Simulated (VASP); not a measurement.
Input of a VASP 6.6.1 run:

File INCAR:

```
SYSTEM = CdSi2Ge61
ALGO = Normal
EDIFF = 1E-6
EDIFFG = -0.01
ENCUT = 360
GGA = PS
IBRION = 2
ISIF = 2
ISMEAR = 0
LASPH = .True.
LCHARG = .False.
LREAL = .False.
LWAVE = .False.
NELECT = 266
NELM = 60
NSW = 60
PREC = Accurate
SIGMA = 0.02
```

Contents of KPOINTS:

```
k-points
0
Gamma
  2 2 2
  0 0 0
```

File POSCAR:

```
CdSi2Ge61
1.0
   11.3800000000      0.0000000000      0.0000000000
    0.0000000000     11.3800000000      0.0000000000
    0.0000000000      0.0000000000     11.3800000000
Cd Ge Si
1 61 2
Direct
    0.0004685600      0.9996486300      0.0025813500
    0.9997322900      0.2501164000      0.2516805100
    0.2490344400      0.9993717100      0.2501992200
    0.2496497000      0.2487333500      0.9997824300
    0.1242564500      0.3762227200      0.3769723900
    0.3733952100      0.1256847900      0.3739586500
    0.3740900700      0.3740741100      0.1245513200
    0.0010581700      0.0007565500      0.5000628100
    0.9996141800      0.2500034900      0.7498875100
    0.2508421800      0.9993293000      0.7499934200
    0.2498926700      0.2499444500      0.5002646600
    0.1252099000      0.1264175400      0.6249077400
    0.1266582600      0.3746752000      0.8744926700
    0.3751069800      0.1253774600      0.8752863100
    0.3763720000      0.3762099200      0.6255250700
    0.9996428300      0.4998931500      0.0015009500
    0.0002349600      0.7486080300      0.2492677200
    0.2493867100      0.5012235800      0.2498862000
    0.2524001100      0.7506973000      0.0001325400
    0.1245373100      0.6260324000      0.1247443800
    0.1241248200      0.8756033300      0.3750135500
    0.3762627200      0.6249218500      0.3719631600
    0.3758382700      0.8730059400      0.1266340800
    0.0019341900      0.4995465200      0.4987631500
    0.9985163800      0.7509267100      0.7497853600
    0.2493645700      0.4997415000      0.7522178900
    0.2503684100      0.7507919200      0.5008250300
    0.1260815100      0.6261271000      0.6242455200
    0.3762122200      0.6244671600      0.8749159500
    0.3742642600      0.8743698400      0.6258370700
    0.4995269800      0.9994880100      0.0005241300
    0.5005314900      0.2508415100      0.2501813400
    0.7481376200      0.0006693400      0.2505292000
    0.7510812100      0.2491011000      0.0026769600
    0.6236912700      0.1257719900      0.1250488000
    0.6244826900      0.3758666900      0.3747011400
    0.8725196900      0.1237604100      0.3754860100
    0.8773766000      0.3734269800      0.1249820000
    0.5015406000      0.0006444600      0.4996011100
    0.4984899900      0.2481085100      0.7492057600
    0.7496087700      0.9976115600      0.7482014100
    0.7503224600      0.2495656700      0.4991984100
    0.6245672400      0.1241370400      0.6259849700
    0.6267415400      0.3772020700      0.8757537700
    0.8757934400      0.1265537300      0.8768461400
    0.8765559700      0.3762873800      0.6243260300
    0.4983012100      0.5009314900      0.9999003500
    0.4999408800      0.7490554800      0.2486184600
    0.7514890300      0.5004939100      0.2488689900
    0.7504146100      0.7503245300      0.0005541800
    0.6273716200      0.6249631500      0.1236411100
    0.6250388100      0.8743136000      0.3755825500
    0.8752235800      0.6253679700      0.3743978200
    0.8754393000      0.8744581400      0.1255493000
    0.4996803500      0.4988123100      0.5005294100
    0.4992501700      0.7515333300      0.7504704000
    0.7504966800      0.5001076200      0.7499369700
    0.7474654500      0.7512978800      0.4991356700
    0.6260155000      0.6243219400      0.6248480100
    0.6247619200      0.8738971700      0.8748176500
    0.8755058500      0.6245601600      0.8736576100
    0.8743912800      0.8752652900      0.6262182700
    0.1246189400      0.1256408500      0.1232320800
    0.1247714800      0.8741921100      0.8742447800
```

Potentials or basis: VASP PAW PBE potentials, release 64 (Cd, Ge, Si).

Command:

```bash
$ cat potpaw_PBE.64/Cd/POTCAR potpaw_PBE.64/Ge/POTCAR potpaw_PBE.64/Si/POTCAR > POTCAR
$ mpirun -np 8 vasp_std > vasp.out
```

Q: Predict the energy gained by relaxing.

A: 6.7 meV/atom.

Q: Estimate the band gap on the k mesh.

A: 0.01 eV, direct.

Final structure:
```
Cd Ge Si
1.0
    11.38000    0.00000    0.00000
     0.00000   11.38000    0.00000
     0.00000    0.00000   11.38000
Cd Ge Si
1 61 2
Direct
  0.01097 0.00002 0.00007
  0.00429 0.24909 0.24902
  0.24882 0.00524 0.24920
  0.24880 0.24913 0.00525
  0.12438 0.37564 0.37562
  0.37568 0.12452 0.37592
  0.37561 0.37592 0.12454
  0.00009 0.99998 0.50001
  0.99625 0.24992 0.75019
  0.24873 0.99478 0.75096
  0.24939 0.24923 0.50061
  0.12422 0.12407 0.62724
  0.12425 0.37288 0.87600
  0.37200 0.12370 0.87636
  0.37476 0.37475 0.62527
  0.00003 0.50003 0.00007
  0.99623 0.75020 0.24986
  0.24942 0.50065 0.24929
  0.24875 0.75089 0.99490
  0.12422 0.62722 0.12415
  0.12429 0.87593 0.37280
  0.37474 0.62526 0.37483
  0.37197 0.87634 0.12374
  0.99994 0.49998 0.50002
  0.00433 0.75088 0.75103
  0.24948 0.49941 0.75084
  0.24936 0.75073 0.49944
  0.12438 0.62434 0.62444
  0.37562 0.62419 0.87560
  0.37553 0.87553 0.62415
  0.50009 0.00001 0.00005
  0.49997 0.24982 0.24980
  0.74977 0.99702 0.24995
  0.74972 0.24992 0.99705
  0.62609 0.12480 0.12484
  0.62534 0.37479 0.37480
  0.87577 0.12440 0.37315
  0.87566 0.37317 0.12442
  0.49997 0.99998 0.50008
  0.49888 0.24898 0.75104
  0.74985 0.00298 0.75017
  0.75068 0.24948 0.49964
  0.62412 0.12451 0.62444
  0.62404 0.37565 0.87553
  0.87491 0.12444 0.87568
  0.87539 0.37588 0.62422
  0.49996 0.50002 0.00008
  0.49883 0.75107 0.24908
  0.75067 0.49970 0.24958
  0.74968 0.75009 0.00308
  0.62400 0.62441 0.12465
  0.62410 0.87548 0.37569
  0.87547 0.62424 0.37586
  0.87485 0.87564 0.12438
  0.50026 0.50001 0.50002
  0.49991 0.75028 0.75026
  0.75064 0.50040 0.75059
  0.75070 0.75051 0.50046
  0.62528 0.62526 0.62531
  0.62613 0.87523 0.87524
  0.87568 0.62690 0.87571
  0.87580 0.87559 0.62693
  0.12852 0.12913 0.12919
  0.12844 0.87083 0.87096
```

Caveat: the cell carries a net charge on a neutralising background, which shifts energy and pressure; the cell is charged against a uniform background, so pressure and absolute levels hang on convention.
